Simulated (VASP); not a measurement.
# Valence-band splitting and top hole mass of GaAs under biaxial (110) strain, from r2SCAN with spin-orbit coupling

In p-channel transistors and quantum-well lasers, strain is used to separate the top valence bands and so to make the holes lighter along a useful direction. For GaAs strained in the (110) plane we ask how far the bands separate and how the mass of the top hole band differs between compression and tension. The in-plane strain runs from −2 % to +2 %, with the normal free to relax. The cells are relaxed with LDA, and the levels are computed with r2SCAN and spin-orbit coupling. Both lower levels are given as depths below the valence-band top at the zone centre, so a larger number means a deeper level.

## How the numbers were made

The start is a typed prototype cell. The crystal was relaxed with LDA. Equal strain is imposed in the (110) plane; the strain along the normal is adjusted until the normal stress vanishes, and the atoms are relaxed with LDA. VASP 6.6.1, plane waves with PAW, cutoff 450 eV, no spin polarisation. Band edges are single points at r2SCAN with spin-orbit coupling on these cells, k mesh 7×7×7, read on short lines of k points at the zone centre and through the valleys; energies are counted from the valence-band top at the zone centre. Each level is the mean of a Kramers pair; masses are fitted within 0.05 1/Å of the zone centre and are rough where two bands nearly touch. All levels use the PAW data sets made with LDA.

Notes on method and selection:

- Runs that did not converge, have known faults or may not be shown are not listed, and runs on Ansatz's PAW sets soft_1 and soft_2 are kept to separate tables.

Columns:

- strain (%): strain in the plane (tension positive).
- second level (eV): second valence level below the top at Γ.
- third level (eV): third valence level below the top at Γ.
- mass, normal (mₑ): mass of the top hole band along the normal.
- mass, plane (mₑ): mass of the top hole band in the plane.

Input lines of one member:

```
PREC = Accurate
ENCUT = 450
EDIFF = 1E-06
NELM = 100
ISMEAR = 0
SIGMA = 0.02
LREAL = .FALSE.
ALGO = Normal
METAGGA = R2SCAN
LASPH = .TRUE.
LNONCOLLINEAR = .TRUE.
NBANDS = 28
GGA_COMPAT = .FALSE.
LSORBIT = .TRUE.
KPAR = 2
```

Command (options for logging and memory left out): `mpirun -np 2 vasp_ncl`

## The series

```
member  sign of the strain  strain (%)  second level (eV)  third level (eV)  mass, normal (mₑ)  mass, plane (mₑ)
−2 %    compression         −2.0        0.136              0.480             0.608              0.075
−1.5 %  compression         −1.5        ?                  ?                 ?                  ?
−1 %    compression         −1.0        0.075              0.392             0.580              0.080
−0.5 %  compression         −0.5        0.039              0.361             0.572              0.094
0 %     compression         0.0         0.000              0.337             0.571              0.571
0 %     tension             0.0         0.000              0.337             0.571              0.571
+0.5 %  tension             0.5         0.043              0.360             0.062              0.391
+1 %    tension             1.0         0.088              0.391             0.048              0.392
+1.5 %  tension             1.5         0.136              0.426             0.047              0.408
+2 %    tension             2.0         0.184              0.465             0.045              0.427
```

Cells marked ? are withheld until the estimate has been made.

Least-squares fits to the members shown, with x = strain (%); R² and errors in the fitted variable (y, or ln y where the fit is in ln y):

```
y                  sign of the strain  members  fit                        R²    rms residual  leave-one-out rms  the same for the mean of the others
third level (eV)   compression         4        y = 0.3290 − 0.07257 x     0.98  0.0072        0.021              0.072
third level (eV)   tension             5        y = 0.3314 + 0.06440 x     0.99  0.0043        0.0091             0.057
second level (eV)  compression         4        y = 0.003400 − 0.06754 x   1.00  0.0031        0.0089             0.067
second level (eV)  tension             5        y = −0.002000 + 0.09220 x  1.00  0.0016        0.0032             0.082
```

## What drives the series

Strain of either sign splits the pair of levels that is degenerate in the cubic crystal. At 2 % the second level lies 0.136 eV below the top in compression and 0.184 eV in tension. The third level, split off by spin-orbit coupling, starts at 0.337 eV and also deepens both ways, to 0.480 and 0.465 eV.

To first order the top level rises above the mean of the pair by half their splitting, while the split-off level keeps its distance from that mean. The third level, counted from the top, should therefore deepen by half the splitting. At +0.5 % this gives 0.337 + 0.043 / 2 = 0.359 eV, against 0.360 eV in the table. At −2 % it gives only 0.337 + 0.136 / 2 = 0.405 eV, which is 0.075 eV short. The missing part has the sign expected from strain mixing the split-off level with the upper pair, a repulsion that grows roughly as the square of the strain. In the simplest axial picture it acts on the second level in compression and on the top level in tension. It therefore holds back the splitting of the pair in the first case and enlarges it in the second, as the table shows: from 0.5 to 2 % the splitting per percent of strain falls from 0.078 to 0.068 eV in compression and rises from 0.086 to 0.092 eV in tension.

The top hole band changes character with the sign of the strain. At −2 % it is heavy along the normal and light in the plane (0.608 and 0.075 mₑ); at +2 % it is light along the normal and heavy in the plane (0.045 and 0.427 mₑ). The in-plane mass is thus larger in tension by a factor 0.427 / 0.075 = 5.7. A p-like band is light along the axis of its orbitals, so the reversal fits a top state with in-plane orbitals in compression and orbitals along the normal in tension. The in-plane mass holds for one direction only, since the two main directions in a strained (110) plane are not equivalent.

## An estimate before looking

Plain estimates from the members shown:

- −1.5 % (compression), fit at x = −1.5: 0.438 eV
- −1.5 % (compression), straight-line interpolation between −2 % and −1 %: w = (−1.5 − (−2.0)) / (−1.0 − (−2.0)) = 0.500, so 0.480 + 0.500 × (0.392 − 0.480) = 0.436 eV

Both plain estimates for −1.5 % should be too high. The third level deepens faster as compression grows, so a chord between two members lies too deep at its middle, and a straight line fitted to all four members ignores the same curvature. We therefore correct the interpolated 0.436 eV with a parabola through the members at −0.5, −1 and −2 %.

The level deepens by (0.392 − 0.361) / 0.5 = 0.062 eV per percent in the first interval and by 0.480 − 0.392 = 0.088 eV per percent in the second. The curvature coefficient is (0.088 − 0.062) / 1.5 = 0.0173 eV per percent squared. Halfway along the last interval the correction is 0.0173 × 0.5 × 0.5 = 0.0043 eV, which gives 0.436 − 0.0043 = 0.432 eV.

The same construction in tension, from +0.5, +1 and +2 %, starts from the midpoint (0.391 + 0.465) / 2 = 0.428 eV. With slopes of 0.062 and 0.074 eV per percent the curvature coefficient is (0.074 − 0.062) / 1.5 = 0.008, which gives 0.428 − 0.008 × 0.5 × 0.5 = 0.426 eV at +1.5 %, equal to the tabulated value. A harder trial on the compressed side predicts −1 % from the parabola through 0, −0.5 and −2 %: (8 × 0.361 + 0.480 − 3 × 0.337) / 6 = 0.393 eV, against 0.392 eV in the table. From these misses and the rounding of the entries we take an error of 0.001 eV.

**Committed estimate, −1.5 % (compression): third level = 0.432 ± 0.001 eV.**

## Check

```
member  sign of the strain  strain (%)  second level (eV)  third level (eV)  mass, normal (mₑ)  mass, plane (mₑ)
−1.5 %  compression         −1.5        0.107              0.433             0.586              0.077
```

```
member                estimate       third level (eV)  computed  estimate − computed  miss in error bars
−1.5 % (compression)  committed      0.432             0.433     −0.001               1.0
−1.5 % (compression)  fit            0.438             0.433     +0.005
−1.5 % (compression)  interpolation  0.436             0.433     +0.003
```

The estimate of 0.432 eV is 0.001 eV below the computed 0.433 eV, at the edge of its error bar. It did better than the interpolation, which is 0.003 eV too high, and the straight-line fit, which is 0.005 eV too high. Both plain estimates erred in the direction expected from the curvature. Rounding of the entries could explain the remaining miss only in the worst case, so a small departure from the parabola is also likely.

The new member also supports the repulsion between the split-off level and the upper pair. Beyond the first-order shift, the third level is deeper by 0.433 − 0.337 − 0.107 / 2 = 0.043 eV at −1.5 % and by 0.480 − 0.337 − 0.136 / 2 = 0.075 eV at −2 %. The ratio is 0.075 / 0.043 = 1.7, close to the (2.0 / 1.5)² = 1.8 of a term quadratic in the strain.

## Members off the line

Least-squares fits to the whole series, with x = strain (%); R² and errors in the fitted variable (y, or ln y where the fit is in ln y):

```
y                  sign of the strain  members  fit                        R²    rms residual  leave-one-out rms  the same for the mean of the others
third level (eV)   compression         5        y = 0.3290 − 0.07160 x     0.98  0.0067        0.014              0.064
third level (eV)   tension             5        y = 0.3314 + 0.06440 x     0.99  0.0043        0.0091             0.057
second level (eV)  compression         5        y = 0.003400 − 0.06800 x   1.00  0.0029        0.0059             0.060
second level (eV)  tension             5        y = −0.002000 + 0.09220 x  1.00  0.0016        0.0032             0.082
```

Largest departures from the fit to the whole series:

```
member  sign of the strain  third level (eV)  fit    computed − fit  in rms residuals
0 %     tension             0.337             0.331  +0.006          1.3
−1 %    compression         0.392             0.401  −0.009          1.3
0 %     compression         0.337             0.329  +0.008          1.2
−2 %    compression         0.480             0.472  +0.008          1.2
```

None stands out: the largest departure is 0.009 eV, or 1.3 rms residuals. On both branches the computed level lies deeper than the line at the two ends and shallower at the three strains between, which is what a straight line leaves when it is fitted to a smooth upward curve.

## What to take away

Between −2 and +2 %, strain of either sign separates the top pair and deepens the split-off level. A parabola through neighbouring members gives the third level at an intermediate strain to about 0.001 eV; beyond 2 % it is untested.

For devices, the splitting of 0.075 eV at −1 % is about three times the thermal energy at room temperature (0.075 / 0.026 = 2.9). A state at the second level then holds about exp(−2.9) = 0.06 times as many holes as one at the top, so compression puts most holes near the zone centre into the band that is light along the calculated in-plane direction.

The main reservation concerns the light masses: r2SCAN usually gives too small a gap, which makes them too small, perhaps by some tens of percent. That is well below the contrast between compression and tension.

[Logs are printed without paths, hosts, clocks, repeated set-up lines and the standing remarks that a program may print on its own settings, such as how far it seeks lower states.]
